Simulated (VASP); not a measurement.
Consider the following.

```
SrCl2
1.0
    0.00000     3.49792     3.49792
    3.49792     0.00000     3.49792
    3.49792     3.49792     0.00000
Sr Cl
1 2
Direct
  0.00000   0.00000   0.00000
  0.25000   0.25000   0.25000
  0.75000   0.75000   0.75000
```

Method: r2SCAN meta-GGA, VASP's PBE PAW potentials (set 64) (plane waves; VASP). Numerical set-up: 400 eV cut-off, 5×5×5 Γ-centred mesh, Gaussian smearing of 0.050 eV, potentials Sr_sv Cl.

Q: Estimate the energy per atom (σ→0).

A: 
```yaml
energy per atom (σ→0): -11.896 eV/atom
```

Only differences to runs with the same potentials and settings are physical.

The compound is SrCl2 in the fluorite structure. It was relaxed first. The start is the result of an earlier pass.
